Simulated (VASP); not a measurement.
Level of theory: PBE GGA with spin-orbit coupling, VASP's PBE PAW potentials (set 64) (plane waves; VASP).

The input files of a VASP run:

INCAR:
```
! general
SYSTEM     = GaP
PREC       = Accurate
ENCUT      = 400   ! plane-wave cut-off (eV)
LREAL      = .False.   ! projection in real space or not
LASPH      = .True.   ! aspherical one-centre terms

! electronic loop
EDIFF      = 1E-6   ! SCF stop (eV)
NELM       = 100
ALGO       = Normal   ! blocked Davidson
LMAXMIX    = 4   ! l cut-off of mixed one-centre charges

! smearing
ISMEAR     = 0   ! Gaussian
SIGMA      = 0.05   ! width (eV)

! functional
GGA        = PE   ! PBE
GGA_COMPAT = .False.

! spin
MAGMOM     = 6*0
LSORBIT    = .True.

! output
LWAVE      = .False.
LCHARG     = .False.
```

File KPOINTS:
```
Automatic mesh
0
Gamma
8 8 8
0 0 0
```

**KPOINTS_OPT**
```
k-points along high-symmetry lines
8
Line-mode
Reciprocal
  0.000000   0.000000   0.000000 ! GAMMA
 -0.500000  -0.500000   0.000000 ! X

 -0.500000  -0.500000   0.000000 ! X
 -0.375000  -0.375000   0.250000 ! U

 -0.375000  -0.000000   0.375000 ! K
  0.000000   0.000000   0.000000 ! GAMMA

  0.000000   0.000000   0.000000 ! GAMMA
 -0.000000   0.000000   0.500000 ! L

 -0.000000   0.000000   0.500000 ! L
 -0.500000  -0.250000   0.250000 ! W

 -0.500000  -0.250000   0.250000 ! W
 -0.500000  -0.500000   0.000000 ! X
```

**POSCAR**
```
GaP
1
    0.0000000000     2.7504981289     2.7504981289
    2.7504981289     0.0000000000     2.7504981289
    2.7504981289     2.7504981289     0.0000000000
Ga P
1 1
Direct
  0.0000000000   0.0000000000   0.0000000000
  0.2500000000   0.2500000000   0.2500000000
```

POTCAR, in this order: Ga_d P (PBE.64 set). Program: vasp_ncl.

The run wrote:

**OSZICAR**
```
       N       E                     dE             d eps       ncg     rms          rms(c)
DAV:   1     0.106827696496E+03    0.10683E+03   -0.75696E+03  2312   0.173E+03
DAV:   2     0.302604717891E+01   -0.10380E+03   -0.99561E+02  2398   0.379E+02
DAV:   3    -0.900691314968E+01   -0.12033E+02   -0.11872E+02  2816   0.112E+02
DAV:   4    -0.938027035113E+01   -0.37336E+00   -0.37213E+00  2610   0.202E+01
DAV:   5    -0.939105804479E+01   -0.10788E-01   -0.10766E-01  2992   0.313E+00    0.414E+00
DAV:   6    -0.915117201826E+01    0.23989E+00   -0.40695E-01  3192   0.124E+01    0.252E+00
DAV:   7    -0.912980240409E+01    0.21370E-01   -0.16992E-01  2650   0.297E+00    0.118E+00
DAV:   8    -0.913063755803E+01   -0.83515E-03   -0.27923E-02  2734   0.304E+00    0.236E-01
DAV:   9    -0.913028050349E+01    0.35705E-03   -0.33723E-03  2928   0.134E+00    0.133E-01
DAV:  10    -0.913040638668E+01   -0.12588E-03   -0.59520E-04  3290   0.310E-01    0.344E-02
DAV:  11    -0.913049541328E+01   -0.89027E-04   -0.18582E-04  2546   0.207E-01    0.140E-02
DAV:  12    -0.913051035477E+01   -0.14941E-04   -0.40732E-05  2394   0.789E-02    0.715E-03
DAV:  13    -0.913051092246E+01   -0.56769E-06   -0.29910E-06  2784   0.215E-02
   1 F= -.91305109E+01 E0= -.91305109E+01  d E =-.666789E-12  mag=     0.0000    -0.0000    -0.0000
       N       E                     dE             ncg
       N       E                     dE             ncg
```

OUTCAR:
```
------------------------ aborting loop because EDIFF is reached ----------------------------------------
  FORCE on cell =-STRESS in cart. coord.  units (eV):
  Direction    XX          YY          ZZ          XY          YZ          ZX
  --------------------------------------------------------------------------------------
  Total       -0.0281205     -0.0281205     -0.0281205     -0.0000000     -0.0000000      0.0000000
  in kB       -1.0826025     -1.0826025     -1.0826025     -0.0000000     -0.0000000      0.0000000
  external PRESSURE =      -1.0826025 kB  Pullay stress =       0.0000000 kB
  volume of cell :       41.62
      direct lattice vectors                 reciprocal lattice vectors
     0.000000000  2.750498129  2.750498129    -0.181785254  0.181785254  0.181785254
     2.750498129  0.000000000  2.750498129     0.181785254 -0.181785254  0.181785254
     2.750498129  2.750498129  0.000000000     0.181785254  0.181785254 -0.181785254
  FREE ENERGIE OF THE ION-ELECTRON SYSTEM (eV)
  ---------------------------------------------------
  free  energy   TOTEN  =        -9.1305109225 eV

  energy  without entropy=       -9.1305109225  energy(sigma->0) =       -9.13051092

 Ion:    1  E_soc:     -0.0115185

 Ion:    2  E_soc:     -0.0008982
```
(Selected blocks of OUTCAR.)

The compound is GaP in the zinc blende structure. It was relaxed first.
